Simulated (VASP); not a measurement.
Data:

```
CELL_PARAMETERS angstrom
      4.21075     0.00000     0.00000
      0.00000     4.21075     0.00000
      0.00000     0.00000     5.99751
ATOMIC_POSITIONS crystal
  In 0.00000 0.00000 0.50000
  Ga 0.50000 0.50000 0.00000
  As 0.50000 0.00000 0.76936
  As 0.00000 0.50000 0.23064
```

Computed with HSE06 screened hybrid, VASP's PBE PAW potentials (set 64) (plane waves; VASP). Settings: 400 eV cut-off, 4×4×4 Γ-centred mesh, Gaussian smearing of 0.050 eV, potentials In_d Ga_d As.

**Question.** Give the stress tensor in GPa (positive for a compressed cell).

**Answer.** 
```
-2.19   0.00   0.00
 0.00  -2.19   0.00
 0.00   0.00  -2.91
```
The pressure is its mean diagonal, -2.43 GPa.

The structure comes from a computed database's InGaAs2 entry (P-4m2); how it stands against other phases isn't given here. It was relaxed first. The cell's shape comes from a PBE relaxation.
